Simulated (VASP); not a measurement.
Here is the system:

```
ZnSe
1.0
    0.00000     2.83500     2.83500
    2.83500     0.00000     2.83500
    2.83500     2.83500     0.00000
Zn Se
1 1
Direct
  0.00000   0.00000   0.00000
  0.25000   0.25000   0.25000
```

Level of theory: PBE GGA, VASP's PBE PAW potentials (set 64) (plane waves; VASP). Numerical set-up: 400 eV cut-off, 3×3×3 Monkhorst-Pack mesh, Gaussian smearing of 0.050 eV, potentials Zn Se.

Gaps are read on the run's mesh, which can miss a band edge.

### Question
What does the run give for the energy per atom (σ→0), pressure, band gap (on the k-mesh) with the smallest direct gap where there is one?

### Answer

band gap (on the k-mesh): 1.25 eV
smallest direct gap (on the k-mesh): 1.25 eV
energy per atom (σ→0): -2869 meV/atom
pressure: 3.35 GPa

Total energies compare only between runs with the same potentials, cut-off and functional.

The compound is ZnSe in the zinc blende structure. The cell was not relaxed at this level. The k-mesh is coarse (spacing up to 0.64 per Å, 2π included), so the numbers may not be converged in it. The run is one of a series of settings (KPOINTS 3×3×3 Monkhorst-Pack mesh against the base run), some of them coarse on purpose.
